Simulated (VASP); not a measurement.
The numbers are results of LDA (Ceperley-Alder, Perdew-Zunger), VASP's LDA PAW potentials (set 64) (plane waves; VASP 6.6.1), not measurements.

The input files of a VASP run:

INCAR:
```
SYSTEM = ZrRh3
PREC = Accurate
ENCUT = 300
EDIFF = 1E-8
NELM = 100
ALGO = Normal
LREAL = .FALSE.
LASPH = .TRUE.
ISMEAR = 0
SIGMA = 0.136
LMAXMIX = 4
LWAVE = .FALSE.
LCHARG = .FALSE.
ISIF = 2
LEPSILON = .FALSE.
IBRION = 8
NSW = 1
```

**KPOINTS**
```
Automatic mesh
0
Gamma
9 9 9
0 0 0
```

**POSCAR**
```
ZrRh3
1
    3.8870000000     0.0000000000     0.0000000000
    0.0000000000     3.8870000000     0.0000000000
    0.0000000000     0.0000000000     3.8870000000
Rh Zr
3 1
Direct
  0.0000000000   0.5000000000   0.5000000000
  0.5000000000   0.0000000000   0.5000000000
  0.5000000000   0.5000000000   0.0000000000
  0.0000000000   0.0000000000   0.0000000000
```

POTCAR, in this order: Rh_pv Zr_sv (LDA.64 set). Program: vasp_std.

The resulting files:

File OSZICAR:
```
...
 Linear response DOF=           3
 Linear response progress:
  Degree of freedom:   1/  3
       N       E                     dE             d eps       ncg     rms          rms(c)
RMM:   1    -0.398877995715E+00   -0.39888E+00    0.25780E+01  5446   0.589E+01
RMM:   2    -0.531150835448E+00   -0.13227E+00   -0.17078E-01  7412   0.253E+00    0.157E-01
RMM:   3    -0.530782233326E+00    0.36860E-03   -0.10561E-02  7972   0.439E-01    0.785E-02
RMM:   4    -0.530763099321E+00    0.19134E-04   -0.12264E-03  9591   0.149E-01    0.402E-02
RMM:   5    -0.530744374149E+00    0.18725E-04   -0.19013E-04  9449   0.474E-02    0.141E-02
RMM:   6    -0.530743713419E+00    0.66073E-06   -0.42764E-05  9052   0.251E-02    0.970E-03
RMM:   7    -0.530744828546E+00   -0.11151E-05   -0.18260E-05  8994   0.137E-02    0.138E-03
RMM:   8    -0.530744509668E+00    0.31888E-06   -0.32284E-06 10514   0.630E-03    0.854E-04
RMM:   9    -0.530745244139E+00   -0.73447E-06    0.67206E-07  9888   0.321E-03    0.317E-04
RMM:  10    -0.530746446697E+00   -0.12026E-05   -0.23967E-06  9988   0.188E-03    0.151E-04
RMM:  11    -0.530746703897E+00   -0.25720E-06   -0.20890E-06 10785   0.114E-03    0.598E-05
RMM:  12    -0.530747205837E+00   -0.50194E-06   -0.17968E-06 10753   0.735E-04    0.231E-05
RMM:  13    -0.530747343030E+00   -0.13719E-06   -0.14137E-06 10565   0.519E-04    0.157E-05
RMM:  14    -0.530747552004E+00   -0.20897E-06   -0.11713E-06 10683   0.374E-04    0.586E-06
RMM:  15    -0.530747656789E+00   -0.10479E-06   -0.87399E-07 11217   0.271E-04    0.396E-06
RMM:  16    -0.530747756533E+00   -0.99743E-07   -0.66895E-07  9871   0.207E-04    0.934E-07
RMM:  17    -0.530747754728E+00    0.18049E-08   -0.50204E-07 11312   0.155E-04    0.346E-06
RMM:  18    -0.530747753362E+00    0.13659E-08   -0.36015E-07  9804   0.119E-04    0.566E-06
RMM:  19    -0.530747764465E+00   -0.11104E-07   -0.24938E-07  9563   0.943E-05    0.669E-06
RMM:  20    -0.530747765983E+00   -0.15178E-08   -0.17260E-07  8292   0.748E-05    0.791E-06
RMM:  21    -0.530747765692E+00    0.29105E-09   -0.12001E-07  5946   0.601E-05    0.897E-06
RMM:  22    -0.530747782169E+00   -0.16477E-07   -0.83236E-08  9232   0.502E-05    0.880E-06
RMM:  23    -0.530747799687E+00   -0.17518E-07   -0.60383E-08  9238   0.413E-05    0.841E-06
 Linear response progress:
  Degree of freedom:   2/  3
       N       E                     dE             d eps       ncg     rms          rms(c)
RMM:   1    -0.391743254158E+00   -0.39174E+00    0.26492E+01  9043   0.595E+01
RMM:   2    -0.528869148472E+00   -0.13713E+00   -0.17222E-01 12698   0.257E+00    0.156E-01
RMM:   3    -0.528601116823E+00    0.26803E-03   -0.11001E-02 13867   0.453E-01    0.835E-02
RMM:   4    -0.528719030796E+00   -0.11791E-03   -0.16129E-03 16198   0.164E-01    0.404E-02
RMM:   5    -0.528762917014E+00   -0.43886E-04   -0.28004E-04 16141   0.563E-02    0.143E-02
RMM:   6    -0.528757903646E+00    0.50134E-05   -0.62905E-05 15724   0.283E-02    0.104E-02
RMM:   7    -0.528751010913E+00    0.68927E-05   -0.45730E-05 15549   0.154E-02    0.211E-03
RMM:   8    -0.528736526870E+00    0.14484E-04   -0.70569E-06 17761   0.765E-03    0.680E-04
RMM:   9    -0.528738918580E+00   -0.23917E-05   -0.10505E-05 18012   0.398E-03    0.456E-04
RMM:  10    -0.528740541648E+00   -0.16231E-05   -0.21902E-06 16966   0.237E-03    0.198E-04
RMM:  11    -0.528742038053E+00   -0.14964E-05   -0.40650E-06 18168   0.156E-03    0.121E-04
RMM:  12    -0.528742813829E+00   -0.77578E-06   -0.13243E-06 17292   0.113E-03    0.409E-05
RMM:  13    -0.528743371584E+00   -0.55775E-06   -0.15550E-06 18661   0.846E-04    0.178E-05
RMM:  14    -0.528743575217E+00   -0.20363E-06   -0.56286E-07 17534   0.653E-04    0.874E-06
RMM:  15    -0.528743746504E+00   -0.17129E-06   -0.66123E-07 18415   0.517E-04    0.826E-06
RMM:  16    -0.528744038747E+00   -0.29224E-06   -0.33405E-07 15852   0.445E-04    0.119E-05
RMM:  17    -0.528743896825E+00    0.14192E-06   -0.31354E-07 15453   0.357E-04    0.111E-05
RMM:  18    -0.528744042508E+00   -0.14568E-06   -0.20648E-07 15754   0.289E-04    0.499E-06
RMM:  19    -0.528744064278E+00   -0.21769E-07   -0.17052E-07 18917   0.228E-04    0.843E-06
RMM:  20    -0.528744130972E+00   -0.66694E-07   -0.11743E-07 15903   0.193E-04    0.667E-06
RMM:  21    -0.528744118439E+00    0.12533E-07   -0.89152E-08 16547   0.156E-04    0.108E-05
RMM:  22    -0.528744236192E+00   -0.11775E-06   -0.55716E-08 19627   0.144E-04    0.330E-06
RMM:  23    -0.528744215755E+00    0.20436E-07   -0.31947E-08 15470   0.111E-04    0.688E-06
RMM:  24    -0.528744225465E+00   -0.97098E-08   -0.17425E-08 15220   0.915E-05    0.761E-06
 Linear response progress:
  Degree of freedom:   3/  3
       N       E                     dE             d eps       ncg     rms          rms(c)
RMM:   1    -0.733248830651E+00   -0.73325E+00    0.35313E+00  5840   0.101E+01
RMM:   2    -0.666207242275E+00    0.67042E-01   -0.26453E-01  7479   0.198E+00    0.245E-01
RMM:   3    -0.668925796996E+00   -0.27186E-02   -0.51933E-02  8437   0.608E-01    0.696E-02
RMM:   4    -0.670843050797E+00   -0.19173E-02   -0.48282E-03  9788   0.197E-01    0.289E-02
RMM:   5    -0.670986135204E+00   -0.14308E-03   -0.70164E-04 10577   0.747E-02    0.151E-02
RMM:   6    -0.670900523012E+00    0.85612E-04   -0.11620E-04 10292   0.324E-02    0.982E-03
RMM:   7    -0.670846873656E+00    0.53649E-04   -0.38794E-05  9880   0.192E-02    0.278E-03
RMM:   8    -0.670829955657E+00    0.16918E-04   -0.18317E-05 11272   0.100E-02    0.112E-03
RMM:   9    -0.670828327037E+00    0.16286E-05   -0.10965E-05 11023   0.610E-03    0.578E-04
RMM:  10    -0.670830659592E+00   -0.23326E-05   -0.99049E-06 11492   0.418E-03    0.219E-04
RMM:  11    -0.670836731445E+00   -0.60719E-05   -0.78561E-06 10876   0.313E-03    0.106E-04
RMM:  12    -0.670837912447E+00   -0.11810E-05   -0.55161E-06 11333   0.240E-03    0.579E-05
RMM:  13    -0.670839463497E+00   -0.15510E-05   -0.41308E-06 11835   0.189E-03    0.670E-05
RMM:  14    -0.670835388770E+00    0.40747E-05   -0.30641E-06 10110   0.163E-03    0.214E-04
RMM:  15    -0.670843325926E+00   -0.79372E-05   -0.23878E-06 10267   0.148E-03    0.555E-05
RMM:  16    -0.670845089629E+00   -0.17637E-05   -0.18781E-06 11368   0.113E-03    0.304E-05
RMM:  17    -0.670847272770E+00   -0.21831E-05   -0.15453E-06 10823   0.957E-04    0.208E-05
RMM:  18    -0.670847277579E+00   -0.48087E-08   -0.14166E-06 10427   0.790E-04    0.134E-05
RMM:  19    -0.670847935943E+00   -0.65836E-06   -0.11633E-06 10613   0.681E-04    0.921E-06
RMM:  20    -0.670848806846E+00   -0.87090E-06   -0.95630E-07 11163   0.598E-04    0.615E-06
RMM:  21    -0.670849309968E+00   -0.50312E-06   -0.77649E-07 10915   0.511E-04    0.314E-06
RMM:  22    -0.670849469763E+00   -0.15979E-06   -0.64452E-07 11683   0.438E-04    0.610E-06
RMM:  23    -0.670849872057E+00   -0.40229E-06   -0.52784E-07 10911   0.387E-04    0.438E-06
RMM:  24    -0.670850615781E+00   -0.74372E-06   -0.42094E-07 11788   0.350E-04    0.922E-06
RMM:  25    -0.670849733763E+00    0.88202E-06   -0.33964E-07 11480   0.313E-04    0.250E-05
RMM:  26    -0.670850754666E+00   -0.10209E-05   -0.26658E-07 12013   0.282E-04    0.202E-06
RMM:  27    -0.670850674059E+00    0.80608E-07   -0.22172E-07 10413   0.228E-04    0.992E-06
RMM:  28    -0.670850746562E+00   -0.72503E-07   -0.16775E-07 10158   0.201E-04    0.129E-05
RMM:  29    -0.670850474676E+00    0.27189E-06   -0.14309E-07 10400   0.182E-04    0.257E-05
RMM:  30    -0.670850416505E+00    0.58171E-07   -0.10654E-07  9884   0.158E-04    0.315E-05
RMM:  31    -0.670850449756E+00   -0.33251E-07   -0.93526E-08  7047   0.139E-04    0.342E-05
RMM:  32    -0.670850450995E+00   -0.12392E-08   -0.72184E-08  5829   0.124E-04    0.374E-05
 Linear response finished
```

OUTCAR:
```
------------------------ aborting loop because EDIFF is reached ----------------------------------------

   1 f  =    6.540270 THz    41.093731 2PiTHz  218.159940 cm-1    27.048373 meV
             X         Y         Z           dx          dy          dz
      0.000000  1.943500  1.943500    -0.265609   -0.379728    0.024114
      1.943500  0.000000  1.943500     0.305725    0.329901    0.024114
      1.943500  1.943500  0.000000     0.305725   -0.379728   -0.020949
      0.000000  0.000000  0.000000    -0.367204    0.456088   -0.028963

   2 f  =    6.540270 THz    41.093731 2PiTHz  218.159940 cm-1    27.048373 meV
             X         Y         Z           dx          dy          dz
      0.000000  1.943500  1.943500    -0.014854    0.044612    0.485757
      1.943500  0.000000  1.943500     0.017098   -0.038759    0.485757
      1.943500  1.943500  0.000000     0.017098    0.044612   -0.422017
      0.000000  0.000000  0.000000    -0.020536   -0.053584   -0.583439

   3 f  =    6.540270 THz    41.093731 2PiTHz  218.159940 cm-1    27.048373 meV
             X         Y         Z           dx          dy          dz
      0.000000  1.943500  1.943500    -0.330232    0.303412   -0.041245
      1.943500  0.000000  1.943500     0.380108   -0.263599   -0.041245
      1.943500  1.943500  0.000000     0.380108    0.303412    0.035833
      0.000000  0.000000  0.000000    -0.456545   -0.364426    0.049539

   4 f  =    5.399618 THz    33.926802 2PiTHz  180.111879 cm-1    22.331017 meV
             X         Y         Z           dx          dy          dz
      0.000000  1.943500  1.943500    -0.000000   -0.009880   -0.704957
      1.943500  0.000000  1.943500    -0.054204   -0.000000    0.704957
      1.943500  1.943500  0.000000     0.054204    0.009880   -0.000000
      0.000000  0.000000  0.000000    -0.000000    0.000000    0.000000

   5 f  =    5.399618 THz    33.926802 2PiTHz  180.111879 cm-1    22.331017 meV
             X         Y         Z           dx          dy          dz
      0.000000  1.943500  1.943500     0.000000   -0.695645   -0.000000
      1.943500  0.000000  1.943500     0.126797    0.000000    0.000000
      1.943500  1.943500  0.000000    -0.126797    0.695645    0.000000
      0.000000  0.000000  0.000000    -0.000000   -0.000000    0.000000

   6 f  =    5.399618 THz    33.926802 2PiTHz  180.111879 cm-1    22.331017 meV
             X         Y         Z           dx          dy          dz
      0.000000  1.943500  1.943500    -0.000000   -0.126412    0.055097
      1.943500  0.000000  1.943500    -0.693530    0.000000   -0.055097
      1.943500  1.943500  0.000000     0.693530    0.126412    0.000000
      0.000000  0.000000  0.000000     0.000000   -0.000000    0.000000

   7 f  =    4.725140 THz    29.688931 2PiTHz  157.613710 cm-1    19.541601 meV
             X         Y         Z           dx          dy          dz
      0.000000  1.943500  1.943500    -0.218040    0.022442   -0.059972
      1.943500  0.000000  1.943500     0.019445   -0.251641   -0.059972
      1.943500  1.943500  0.000000     0.019445    0.022442    0.672458
      0.000000  0.000000  0.000000     0.190094    0.219389   -0.586269

   8 f  =    4.725140 THz    29.688931 2PiTHz  157.613710 cm-1    19.541601 meV
             X         Y         Z           dx          dy          dz
      0.000000  1.943500  1.943500    -0.428673    0.046211    0.029688
      1.943500  0.000000  1.943500     0.038230   -0.518156    0.029688
      1.943500  1.943500  0.000000     0.038230    0.046211   -0.332894
      0.000000  0.000000  0.000000     0.373730    0.451744    0.290227

   9 f  =    4.725140 THz    29.688931 2PiTHz  157.613710 cm-1    19.541601 meV
             X         Y         Z           dx          dy          dz
      0.000000  1.943500  1.943500     0.575988    0.042887   -0.000607
      1.943500  0.000000  1.943500    -0.051368   -0.480891   -0.000607
      1.943500  1.943500  0.000000    -0.051368    0.042887    0.006806
      0.000000  0.000000  0.000000    -0.502164    0.419255   -0.005934

  10 f/i=    0.001514 THz     0.009513 2PiTHz    0.050501 cm-1     0.006261 meV
             X         Y         Z           dx          dy          dz
      0.000000  1.943500  1.943500     0.268206   -0.430364    0.009260
      1.943500  0.000000  1.943500     0.268292   -0.430226    0.009260
      1.943500  1.943500  0.000000     0.268292   -0.430364    0.009257
      0.000000  0.000000  0.000000     0.252746   -0.405427    0.008723

  11 f/i=    0.001514 THz     0.009513 2PiTHz    0.050501 cm-1     0.006261 meV
             X         Y         Z           dx          dy          dz
      0.000000  1.943500  1.943500     0.427281    0.267628    0.054484
      1.943500  0.000000  1.943500     0.427418    0.267542    0.054484
      1.943500  1.943500  0.000000     0.427418    0.267628    0.054466
      0.000000  0.000000  0.000000     0.402652    0.252120    0.051327

  12 f/i=    0.001514 THz     0.009513 2PiTHz    0.050501 cm-1     0.006261 meV
             X         Y         Z           dx          dy          dz
      0.000000  1.943500  1.943500     0.051097    0.021016   -0.504207
      1.943500  0.000000  1.943500     0.051113    0.021009   -0.504207
      1.943500  1.943500  0.000000     0.051113    0.021016   -0.504045
      0.000000  0.000000  0.000000     0.048152    0.019798   -0.474992

 ELASTIC MODULI CONTR FROM IONIC RELAXATION (kBar)
 Direction    XX          YY          ZZ          XY          YZ          ZX
 --------------------------------------------------------------------------------
 XX           0.0000      0.0000      0.0000      0.0000      0.0000      0.0000
 YY           0.0000      0.0000      0.0000      0.0000      0.0000      0.0000
 ZZ           0.0000      0.0000      0.0000      0.0000      0.0000      0.0000
 XY           0.0000      0.0000      0.0000      0.0000      0.0000      0.0000
 YZ           0.0000      0.0000      0.0000      0.0000      0.0000      0.0000
 ZX           0.0000      0.0000      0.0000      0.0000      0.0000      0.0000
 --------------------------------------------------------------------------------
```
(Selected blocks of OUTCAR.)

File OUTCAR:
```
 val. band max:       11.5741388322   @ k =   0.4444   0.0000   0.0000

 cond. band min:      11.5980704595   @ k =   0.1111   0.1111   0.1111


 Fermi energy:        11.5853797509

 k-point     1 :       0.0000    0.0000    0.0000
  band No.  band energies     occupation
      1     -36.4276      2.00000
      2     -34.5888      2.00000
      3     -34.5888      2.00000
      4     -34.5888      2.00000
      5     -34.3566      2.00000
      6     -34.3566      2.00000
      7     -34.3566      2.00000
      8     -34.1670      2.00000
      9     -34.1670      2.00000
     10     -34.1670      2.00000
     11     -14.6639      2.00000
     12     -14.6639      2.00000
     13     -14.6639      2.00000
     14       4.4706      2.00000
     15       5.9047      2.00000
     16       5.9047      2.00000
     17       6.2226      2.00000
     18       6.4475      2.00000
     19       6.4475      2.00000
     20       6.4475      2.00000
     21       9.3944      2.00000
     22       9.3944      2.00000
     23       9.3944      2.00000
     24      11.3173      1.99469
     25      11.3173      1.99469
     26      12.2363      0.00000
     27      12.7251      0.00000
     28      12.7251      0.00000
     29      12.7251      0.00000
     30      15.4913      0.00000
     31      15.4913      0.00000
     32      15.4913      0.00000
     33      15.5205      0.00000
     34      15.5205      0.00000

 k-point     2 :       0.1111    0.0000    0.0000
  band No.  band energies     occupation
      1     -36.4312      2.00000
      2     -34.5816      2.00000
      3     -34.5816      2.00000
      4     -34.5739      2.00000
      5     -34.3587      2.00000
      6     -34.3587      2.00000
      7     -34.3572      2.00000
      8     -34.1779      2.00000
      9     -34.1721      2.00000
     10     -34.1721      2.00000
     11     -14.6804      2.00000
     12     -14.6665      2.00000
     13     -14.6665      2.00000
     14       4.6430      2.00000
...
```

At this cut-off the stress carries a Pulay error, which pulls relaxed volumes low.

The structure comes from a measured ZrRh3 entry of the Crystallography Open Database, whose conditions weren't checked. The cell was not relaxed at this level. The run is one of a series of settings (EDIFF = 1E-8, GGA removed, IBRION = 8, LEPSILON = .FALSE., NSW = 1, POTCAR Rh_pv Zr_sv (LDA.64 set) against the base run), some of them coarse on purpose. The electron count is odd and the run is not spin-polarised, which forces a metal.
